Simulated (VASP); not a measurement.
All values below come from rev-vdW-DF2, VASP's PBE PAW potentials (set 64) (plane waves; VASP).

A VASP calculation is set up with these files.

File POSCAR:
```
Sc
1
    1.6550000000    -2.8665440000     0.0000000000
    1.6550000000     2.8665440000     0.0000000000
    0.0000000000     0.0000000000     5.2700000000
Sc
2
Direct
  0.3333330000   0.6666670000   0.2500000000
  0.6666670000   0.3333330000   0.7500000000
```

KPOINTS:
```
Automatic mesh
0
Gamma
11 11 6
```

INCAR:
```
! general
SYSTEM   = Sc
PREC     = Accurate
ENCUT    = 520   ! plane-wave cut-off (eV)
LREAL    = .FALSE.
LASPH    = .TRUE.   ! aspherical one-centre terms

! electronic loop
EDIFF    = 1E-6
NELM     = 100   ! most electronic steps
ALGO     = Normal
LMAXMIX  = 4   ! l cut-off of mixed one-centre charges

! smearing
ISMEAR   = 1
SIGMA    = 0.1   ! width (eV)

! functional
GGA      = MK
LUSE_VDW = .TRUE.
AGGAC    = 0.0
PARAM1   = 0.1234568
PARAM2   = 0.7114
ZAB_VDW  = -1.8867

! ions
IBRION   = 2   ! conjugate gradients
NSW      = 60
ISIF     = 3
EDIFFG   = -0.01

! output
LWAVE    = .FALSE.
LCHARG   = .FALSE.
```

POTCAR, in this order: Sc_sv (PBE.64 set). Program: vasp_std.

What VASP printed:

**OSZICAR**
```
       N       E                     dE             d eps       ncg     rms          rms(c)
DAV:   1     0.397311023376E+03    0.39731E+03   -0.11062E+04  1920   0.156E+03
DAV:   2     0.154946000077E+02   -0.38182E+03   -0.37607E+03  2726   0.658E+02
DAV:   3    -0.864515534176E+01   -0.24140E+02   -0.23611E+02  3175   0.187E+02
DAV:   4    -0.914485907181E+01   -0.49970E+00   -0.48442E+00  2993   0.242E+01
DAV:   5    -0.915315803119E+01   -0.82990E-02   -0.82662E-02  3202   0.323E+00    0.752E+00
DAV:   6    -0.792815403840E+01    0.12250E+01   -0.29100E+00  2410   0.221E+01    0.221E+00
DAV:   7    -0.777779779577E+01    0.15036E+00   -0.66871E-01  2487   0.957E+00    0.845E-01
DAV:   8    -0.776799852809E+01    0.97993E-02   -0.33052E-02  2641   0.279E+00    0.257E-01
DAV:   9    -0.776643816511E+01    0.15604E-02   -0.96125E-03  2487   0.117E+00    0.260E-02
DAV:  10    -0.776647972590E+01   -0.41561E-04   -0.16231E-04  3250   0.192E-01    0.888E-03
DAV:  11    -0.776647859204E+01    0.11339E-05   -0.60230E-06  2445   0.321E-02    0.227E-03
DAV:  12    -0.776647987106E+01   -0.12790E-05   -0.48059E-07  1436   0.120E-02    0.110E-03
DAV:  13    -0.776647983343E+01    0.37627E-07   -0.13652E-07  1296   0.738E-03
   1 F= -.77664798E+01 E0= -.77670084E+01  d E =-.776648E+01
       N       E                     dE             d eps       ncg     rms          rms(c)
DAV:   1    -0.845382218789E+01   -0.68734E+00   -0.20573E+01  2432   0.777E+01    0.566E+00
DAV:   2    -0.785431919332E+01    0.59950E+00   -0.16145E+00  2488   0.184E+01    0.178E+00
DAV:   3    -0.779054447700E+01    0.63775E-01   -0.30240E-01  2645   0.737E+00    0.781E-01
DAV:   4    -0.778865349968E+01    0.18910E-02   -0.16147E-02  3049   0.178E+00    0.165E-01
DAV:   5    -0.778820599815E+01    0.44750E-03   -0.31141E-03  2612   0.767E-01    0.288E-02
DAV:   6    -0.778820425071E+01    0.17474E-05   -0.10497E-04  3234   0.170E-01    0.576E-03
DAV:   7    -0.778820456736E+01   -0.31664E-06   -0.38240E-06  2382   0.300E-02
   2 F= -.77882046E+01 E0= -.77889287E+01  d E =-.217247E-01
       N       E                     dE             d eps       ncg     rms          rms(c)
DAV:   1    -0.779457923467E+01   -0.63750E-02   -0.18933E-01  2481   0.744E+00    0.536E-01
DAV:   2    -0.778900133723E+01    0.55779E-02   -0.16413E-02  2512   0.182E+00    0.162E-01
DAV:   3    -0.778848764651E+01    0.51369E-03   -0.24620E-03  2748   0.672E-01    0.684E-02
DAV:   4    -0.778846372403E+01    0.23922E-04   -0.13492E-04  3115   0.160E-01    0.129E-02
DAV:   5    -0.778846099548E+01    0.27285E-05   -0.24153E-05  2601   0.669E-02    0.306E-03
DAV:   6    -0.778846094707E+01    0.48419E-07   -0.67051E-07  1086   0.179E-02
   3 F= -.77884609E+01 E0= -.77891809E+01  d E =-.219811E-01
       N       E                     dE             d eps       ncg     rms          rms(c)
DAV:   1    -0.779354127167E+01   -0.50803E-02   -0.55156E-01  2172   0.160E+01    0.510E-01
DAV:   2    -0.779196240968E+01    0.15789E-02   -0.40317E-02  2922   0.350E+00    0.307E-01
DAV:   3    -0.778981702025E+01    0.21454E-02   -0.65567E-03  3514   0.115E+00    0.531E-02
DAV:   4    -0.778979194376E+01    0.25076E-04   -0.38883E-04  2703   0.286E-01    0.287E-02
DAV:   5    -0.778978318389E+01    0.87599E-05   -0.22768E-05  3136   0.740E-02    0.962E-03
DAV:   6    -0.778978316595E+01    0.17940E-07   -0.14637E-06  1247   0.196E-02
   4 F= -.77897832E+01 E0= -.77904900E+01  d E =-.132222E-02
       N       E                     dE             d eps       ncg     rms          rms(c)
DAV:   1    -0.779041051566E+01   -0.62733E-03   -0.78284E-02  2151   0.603E+00    0.191E-01
DAV:   2    -0.779019850615E+01    0.21201E-03   -0.57375E-03  2915   0.131E+00    0.116E-01
DAV:   3    -0.778989554621E+01    0.30296E-03   -0.94006E-04  3506   0.435E-01    0.203E-02
DAV:   4    -0.778989145027E+01    0.40959E-05   -0.57487E-05  2710   0.111E-01    0.110E-02
DAV:   5    -0.778989013386E+01    0.13164E-05   -0.25086E-06  1401   0.284E-02    0.389E-03
DAV:   6    -0.778989027016E+01   -0.13630E-06   -0.81863E-07  1058   0.168E-02
   5 F= -.77898903E+01 E0= -.77905575E+01  d E =-.142932E-02
```

File OUTCAR:
```
------------------------ aborting loop because EDIFF is reached ----------------------------------------
  FORCE on cell =-STRESS in cart. coord.  units (eV):
  Direction    XX          YY          ZZ          XY          YZ          ZX
  --------------------------------------------------------------------------------------
  Total        0.0131047      0.0131047      0.0125565      0.0000000     -0.0000000      0.0000000
  in kB        0.4404506      0.4404506      0.4220263      0.0000000     -0.0000000      0.0000000
  external PRESSURE =       0.4343092 kB  Pullay stress =       0.0000000 kB
  volume of cell :       47.67
      direct lattice vectors                 reciprocal lattice vectors
     1.642622627 -2.845105763  0.000000000     0.304391278 -0.175740391 -0.000000000
     1.642622627  2.845105763 -0.000000000     0.304391278  0.175740391 -0.000000000
     0.000000000 -0.000000000  5.100048729     0.000000000  0.000000000  0.196076558
 POSITION                                       TOTAL-FORCE (eV/Angst)
 -----------------------------------------------------------------------------------
      1.64262      0.94837      1.27501         0.000000     -0.000000      0.000000
      1.64262     -0.94837      3.82504        -0.000000      0.000000      0.000000
 -----------------------------------------------------------------------------------
    total drift:                                0.000000      0.000685     -0.000015
  FREE ENERGIE OF THE ION-ELECTRON SYSTEM (eV)
  ---------------------------------------------------
  free  energy   TOTEN  =        -7.7898902702 eV

  energy  without entropy=       -7.7918918377  energy(sigma->0) =       -7.79055746

 reached required accuracy - stopping structural energy minimisation
```
(Selected blocks of OUTCAR.)

CONTCAR:
```
Sc
   1.00000000000000
     1.6426226269587918   -2.8451057630038652    0.0000000000000000
     1.6426226269587918    2.8451057630038652   -0.0000000000000000
     0.0000000000000000   -0.0000000000000000    5.1000487285784439
  Sc
     2
Direct
     0.3333330000000032    0.6666669999999968    0.2500000000000000
     0.6666669999999968    0.3333330000000032    0.7500000000000000
```

Energy and stress use the plane-wave basis of the starting cell.

The compound is Sc in the hcp structure. This run relaxes it. Symmetry was kept, so distortions that lower it aren't found.
